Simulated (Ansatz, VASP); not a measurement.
# PbSe (Clausthalite): VASP beside Ansatz, part 2 of 3

One calculation is typed for both programs; each brings its own data sets. How far apart do they land? The cell is taken from a series of runs on this material, whose earlier steps may have relaxed, scaled, displaced or heated it; both programs get it as it stands.

VASP 6.6.1 and Ansatz 0.2.0.

So far: The starting structure; Ansatz: zone-centre phonons, PBE.

## 3. VASP: zone-centre phonons, PBE

Level of this step: PBE; plane waves and PAW (Se, Pb_d) (VASP).

The same cell, functional and mesh now go to VASP, with its own data sets.

Lines of VASP's logs that name or quote its potential files are left out, and so is its time.

INCAR

```
SYSTEM = PbSe
PREC = Accurate
ENCUT = 500
EDIFF = 1E-08
NELM = 120
ISMEAR = 0
SIGMA = 0.01
LREAL = .FALSE.
ALGO = Normal
GGA = PE
NBANDS = 16
LORBIT = 11
LWAVE = .FALSE.
LCHARG = .FALSE.
ISIF = 2
IBRION = 8
LEPSILON = .TRUE.
LASPH = .TRUE.
GGA_COMPAT = .FALSE.
EFERMI = MIDGAP
KPAR = 2
```

POSCAR

```
PbSe
1.0
    0.0000000000      3.1698731314      3.1698731314
    3.1698731314      0.0000000000      3.1698731314
    3.1698731314      3.1698731314      0.0000000000
Se Pb
1 1
Direct
    0.5000000000      0.5000000000      0.5000000000
    0.0000000000      0.0000000000      0.0000000000
```

KPOINTS

```
Automatic mesh
0
Gamma
16 16 16
0 0 0
```

Potentials, in the order of the species: Se and Pb_d (PBE family, release 64).

On the command line:

```bash
mpirun -np 2 vasp_std
```

Output:

```text
[banner, memory and clock lines left out]
running    2 mpi-ranks, on    1 nodes
 distrk:  each k-point on    1 cores,    2 groups
 distr:  one band on    1 cores,    1 groups

 POSCAR found type information on POSCAR SePb
 POSCAR found :  2 types and       2 ions
 LDA part: xc-table for (Slater+PW92), standard interpolation
 POSCAR, INCAR and KPOINTS ok, starting setup
 FFT: planning ... GRIDC
 FFT: planning ... GRID_SOFT
 FFT: planning ... GRID
 WAVECAR not read
 entering main loop
       N       E                     dE             d eps       ncg     rms          rms(c)
DAV:   1     0.152714941138E+03    0.15271E+03   -0.92661E+03  4672   0.120E+03
DAV:   2     0.261724945550E+01   -0.15010E+03   -0.14600E+03  5072   0.311E+02
DAV:   3    -0.829236682894E+01   -0.10910E+02   -0.10820E+02  5952   0.875E+01
DAV:   4    -0.853157720167E+01   -0.23921E+00   -0.23911E+00  5832   0.161E+01
DAV:   5    -0.854067531897E+01   -0.90981E-02   -0.90980E-02  6632   0.280E+00    0.269E+00
DAV:   6    -0.817034154188E+01    0.37033E+00   -0.10285E+00  6872   0.637E+00    0.139E+00
DAV:   7    -0.816686245516E+01    0.34791E-02   -0.13224E-01  5720   0.173E+00    0.822E-01
DAV:   8    -0.817086560117E+01   -0.40031E-02   -0.16630E-02  5624   0.137E+00    0.215E-01
DAV:   9    -0.817017718463E+01    0.68842E-03   -0.32754E-03  7080   0.494E-01    0.777E-02
DAV:  10    -0.817030147848E+01   -0.12429E-03   -0.27298E-04  5504   0.113E-01    0.242E-02
DAV:  11    -0.817031026358E+01   -0.87851E-05   -0.43650E-05  6408   0.712E-02    0.604E-03
DAV:  12    -0.817031055855E+01   -0.29497E-06   -0.23240E-06  5896   0.115E-02    0.107E-03
DAV:  13    -0.817031066330E+01   -0.10475E-06   -0.23914E-07  6112   0.359E-03    0.113E-03
DAV:  14    -0.817031071907E+01   -0.55769E-07   -0.44397E-08  5848   0.116E-03    0.183E-04
DAV:  15    -0.817031073342E+01   -0.14347E-07   -0.11761E-09  4640   0.250E-04    0.245E-05
DAV:  16    -0.817031073755E+01   -0.41264E-08   -0.19182E-10  3328   0.183E-04
   1 F= -.81703107E+01 E0= -.81703107E+01  d E =0.000000E+00
 Linear response reoptimize wavefunctions to high precision
DAV:   1    -0.817031073784E+01   -0.29036E-09   -0.33890E-11  3784   0.771E-05
DAV:   2    -0.817031073785E+01   -0.15689E-10   -0.12005E-11  3104   0.382E-05
 Linear response G [H, r] |phi>, progress :
  Direction:   1
       N       E                     dE             d eps       ncg     rms
RMM:   1    -0.781464222981E+02   -0.78146E+02    0.18688E+02  6805   0.117E+02
RMM:   2    -0.758589435553E+02    0.22875E+01   -0.17286E+01  8189   0.245E+01
RMM:   3    -0.760805367956E+02   -0.22159E+00   -0.11584E+00  8562   0.857E+00
RMM:   4    -0.761079044487E+02   -0.27368E-01   -0.28860E-01  8431   0.358E+00
RMM:   5    -0.761090345675E+02   -0.11301E-02   -0.28762E-02  8489   0.106E+00
RMM:   6    -0.761094650278E+02   -0.43046E-03   -0.52291E-03  8696   0.427E-01
RMM:   7    -0.761094396119E+02    0.25416E-04   -0.70860E-04  8764   0.170E-01
RMM:   8    -0.761094630577E+02   -0.23446E-04   -0.18777E-04  8999   0.637E-02
RMM:   9    -0.761094566205E+02    0.64372E-05   -0.28036E-05  9059   0.269E-02
RMM:  10    -0.761094584280E+02   -0.18076E-05   -0.27196E-05  8924   0.127E-02
RMM:  11    -0.761094574527E+02    0.97537E-06   -0.15517E-05  8087   0.664E-03
RMM:  12    -0.761094574466E+02    0.60191E-08    0.33030E-07  7598   0.451E-03
RMM:  13    -0.761094565457E+02    0.90097E-06    0.20992E-05  7296   0.350E-03
RMM:  14    -0.761094570079E+02   -0.46225E-06    0.41940E-05  7134   0.307E-03
RMM:  15    -0.761094570701E+02   -0.62132E-07    0.26688E-05  6835   0.287E-03
RMM:  16    -0.761094566401E+02    0.42996E-06    0.51262E-05  6595   0.278E-03
RMM:  17    -0.761094574213E+02   -0.78117E-06    0.51098E-05  6495   0.274E-03
RMM:  18    -0.761094569375E+02    0.48379E-06    0.17126E-05  6370   0.272E-03
 Linear response G [H, r] |phi>, progress :
  Direction:   2
       N       E                     dE             d eps       ncg     rms
RMM:   1    -0.824785644117E+02   -0.82479E+02    0.11595E+02  6895   0.115E+02
RMM:   2    -0.947294261595E+02   -0.12251E+02   -0.16523E+01  8178   0.243E+01
RMM:   3    -0.948977730351E+02   -0.16835E+00   -0.10143E+00  8522   0.881E+00
RMM:   4    -0.949360286800E+02   -0.38256E-01   -0.26138E-01  8533   0.339E+00
RMM:   5    -0.949380940896E+02   -0.20654E-02   -0.20225E-02  8482   0.102E+00
RMM:   6    -0.949384149874E+02   -0.32090E-03   -0.50095E-03  8816   0.427E-01
RMM:   7    -0.949384113300E+02    0.36574E-05   -0.66430E-04  8779   0.172E-01
RMM:   8    -0.949384323388E+02   -0.21009E-04   -0.18512E-04  9101   0.637E-02
RMM:   9    -0.949384279201E+02    0.44186E-05   -0.35182E-05  9161   0.261E-02
RMM:  10    -0.949384280071E+02   -0.86960E-07   -0.13966E-05  9073   0.120E-02
RMM:  11    -0.949384274744E+02    0.53271E-06   -0.15753E-05  8036   0.614E-03
RMM:  12    -0.949384282331E+02   -0.75872E-06   -0.35972E-05  7683   0.404E-03
[...]
RMM:   1    -0.472702515034E+01   -0.47270E+01   -0.31166E+01  7853   0.596E+00
RMM:   2    -0.512352578312E+01   -0.39650E+00   -0.12358E-01  8305   0.184E+00
RMM:   3    -0.513018636952E+01   -0.66606E-02   -0.12919E-02  8804   0.669E-01
RMM:   4    -0.513099013457E+01   -0.80377E-03   -0.10235E-03  8475   0.170E-01
RMM:   5    -0.513102733666E+01   -0.37202E-04   -0.20752E-04  8894   0.765E-02
[...]
RMM:  14    -0.333740417529E+01   -0.69474E-06   -0.72667E-09 11651   0.126E-04    0.469E-06
 change of polarisation eV/A/(eV/A) component  1 :     6.171     0.758     0.407
 dielectric tensor                  component  1 :    18.530     2.153     1.157
 Linear response to external field, progress :
  Direction:   2
       N       E                     dE             d eps       ncg     rms          rms(c)
RMM:   1    -0.290888363248E+01   -0.29089E+01   -0.18622E+01 19095   0.506E+00
RMM:   2    -0.318450155735E+01   -0.27562E+00   -0.81555E-02 20192   0.150E+00    0.236E+00
RMM:   3    -0.313609340457E+01    0.48408E-01   -0.79996E-02 18243   0.191E+00    0.132E+00
RMM:   4    -0.327126072655E+01   -0.13517E+00   -0.11081E-01 19810   0.204E+00    0.285E-01
RMM:   5    -0.332858768953E+01   -0.57327E-01   -0.72850E-03 20287   0.633E-01    0.641E-02
RMM:   6    -0.333279547392E+01   -0.42078E-02   -0.56886E-04 21145   0.166E-01    0.392E-02
RMM:   7    -0.333730370810E+01   -0.45082E-02   -0.15089E-04 19812   0.753E-02    0.758E-03
RMM:   8    -0.333750681346E+01   -0.20311E-03   -0.20075E-05 20735   0.279E-02    0.381E-03
RMM:   9    -0.333738921522E+01    0.11760E-03   -0.30873E-06 20282   0.993E-03    0.780E-04
RMM:  10    -0.333739843629E+01   -0.92211E-05   -0.36492E-07 21413   0.419E-03    0.309E-04
RMM:  11    -0.333741871764E+01   -0.20281E-04    0.97685E-08 20115   0.143E-03    0.141E-04
RMM:  12    -0.333740732130E+01    0.11396E-04   -0.38050E-08 20926   0.652E-04    0.671E-05
RMM:  13    -0.333740750882E+01   -0.18752E-06    0.46508E-08 16488   0.253E-04    0.208E-05
RMM:  14    -0.333740839199E+01   -0.88317E-06   -0.11130E-08 11867   0.127E-04    0.237E-06
 change of polarisation eV/A/(eV/A) component  2 :     0.334     6.171    -0.019
 dielectric tensor                  component  2 :     0.949    18.530    -0.055
 Linear response to external field, progress :
  Direction:   3
       N       E                     dE             d eps       ncg     rms          rms(c)
RMM:   1    -0.290888421491E+01   -0.29089E+01   -0.18622E+01 19091   0.506E+00
RMM:   2    -0.318450204420E+01   -0.27562E+00   -0.81554E-02 20191   0.150E+00    0.236E+00
RMM:   3    -0.313609841366E+01    0.48404E-01   -0.80041E-02 18244   0.191E+00    0.132E+00
RMM:   4    -0.327125275570E+01   -0.13515E+00   -0.11076E-01 19810   0.204E+00    0.285E-01
RMM:   5    -0.332861462500E+01   -0.57362E-01   -0.72850E-03 20284   0.633E-01    0.641E-02
RMM:   6    -0.333278787618E+01   -0.41733E-02   -0.56957E-04 21140   0.167E-01    0.392E-02
RMM:   7    -0.333730425894E+01   -0.45164E-02   -0.15117E-04 19809   0.754E-02    0.757E-03
RMM:   8    -0.333750645394E+01   -0.20220E-03   -0.20181E-05 20749   0.280E-02    0.381E-03
RMM:   9    -0.333738947967E+01    0.11697E-03   -0.31183E-06 20260   0.991E-03    0.777E-04
RMM:  10    -0.333739879619E+01   -0.93165E-05   -0.57445E-07 21418   0.417E-03    0.310E-04
RMM:  11    -0.333741870069E+01   -0.19905E-04    0.23571E-07 20113   0.142E-03    0.139E-04
RMM:  12    -0.333740758792E+01    0.11113E-04    0.11667E-07 20913   0.648E-04    0.667E-05
RMM:  13    -0.333740775024E+01   -0.16232E-06    0.10133E-08 16491   0.252E-04    0.205E-05
RMM:  14    -0.333740864772E+01   -0.89747E-06    0.12769E-08 11706   0.127E-04    0.218E-06
 change of polarisation eV/A/(eV/A) component  3 :    -0.100     0.242     6.171
 dielectric tensor                  component  3 :    -0.284     0.688    18.530
 Linear response DOF=           2
 Linear response progress:
  Degree of freedom:   1/  2
       N       E                     dE             d eps       ncg     rms          rms(c)
RMM:   1    -0.851650313029E-01   -0.85165E-01    0.85030E-02 23107   0.117E+00
RMM:   2    -0.847800042544E-01    0.38503E-03   -0.13219E-03 19033   0.304E-01    0.685E-02
RMM:   3    -0.852219917896E-01   -0.44199E-03   -0.35979E-04 20660   0.130E-01    0.305E-02
RMM:   4    -0.856695136592E-01   -0.44752E-03   -0.70384E-05 20006   0.516E-02    0.877E-03
RMM:   5    -0.857451337978E-01   -0.75620E-04   -0.78668E-06 20923   0.216E-02    0.511E-03
RMM:   6    -0.857360188466E-01    0.91150E-05   -0.13532E-06 19505   0.762E-03    0.144E-03
RMM:   7    -0.857378610769E-01   -0.18422E-05   -0.13558E-07 21120   0.259E-03    0.541E-04
RMM:   8    -0.857352846256E-01    0.25765E-05   -0.24438E-08 19769   0.101E-03    0.841E-05
RMM:   9    -0.857355671963E-01   -0.28257E-06   -0.59718E-09 21471   0.433E-04    0.658E-05
RMM:  10    -0.857356471640E-01   -0.79968E-07   -0.15702E-09 21508   0.169E-04    0.682E-06
RMM:  11    -0.857356711978E-01   -0.24034E-07   -0.23869E-09 21231   0.740E-05    0.222E-06
RMM:  12    -0.857356579173E-01    0.13281E-07   -0.13486E-09 20784   0.361E-05    0.322E-06
RMM:  13    -0.857356639551E-01   -0.60378E-08    0.84145E-09 19719   0.227E-05    0.129E-06
 first order change of Fermi-energy   0.61383E-03
 force on displaced ion       1 direction 1 :   0.301   0.000   0.000
 Born effective charge ion    1 direction 1 :  -4.793   0.000   0.000
 Linear response progress:
  Degree of freedom:   2/  2
       N       E                     dE             d eps       ncg     rms          rms(c)
RMM:   1    -0.333764471626E+00   -0.33376E+00   -0.25495E-01 15446   0.497E+00
RMM:   2    -0.335457187365E+00   -0.16927E-02   -0.69774E-03 17673   0.776E-01    0.395E-02
RMM:   3    -0.335201575596E+00    0.25561E-03   -0.69237E-04 19837   0.213E-01    0.236E-02
RMM:   4    -0.334714883431E+00    0.48669E-03   -0.57085E-05 19172   0.683E-02    0.329E-03
RMM:   5    -0.334716730430E+00   -0.18470E-05   -0.74982E-06 19870   0.223E-02    0.210E-03
RMM:   6    -0.334736767090E+00   -0.20037E-04   -0.13194E-06 19621   0.840E-03    0.613E-04
RMM:   7    -0.334742864469E+00   -0.60974E-05   -0.23018E-07 20029   0.318E-03    0.187E-04
RMM:   8    -0.334744288355E+00   -0.14239E-05   -0.62818E-08 20088   0.132E-03    0.389E-05
RMM:   9    -0.334744655537E+00   -0.36718E-06   -0.29885E-08 20150   0.569E-04    0.221E-05
RMM:  10    -0.334744484780E+00    0.17076E-06   -0.19267E-08 20097   0.274E-04    0.108E-05
RMM:  11    -0.334744602220E+00   -0.11744E-06   -0.12483E-08 20350   0.150E-04    0.258E-06
RMM:  12    -0.334744611668E+00   -0.94479E-08   -0.11767E-08 20616   0.993E-05    0.150E-06
 first order change of Fermi-energy  -0.74350E-04
 force on displaced ion       2 direction 1 :   0.300   0.000   0.000
 Born effective charge ion    2 direction 1 :   4.794   0.000   0.000
 Born effective charges drift removed
 Linear response finished
```

(Part 2 of 3 ends here.)

[Lines on the potential files, build, host, timing and source positions are cut from VASP's logs without a mark.]

[Logs are printed without paths, hosts, clocks, repeated set-up lines and the standing remarks that a program may print on its own settings, such as how far it seeks lower states.]

[Hosts, paths, dates, database ids (printed as entryN), source tags and the programs' standing remarks are cut or masked in the printed files.]
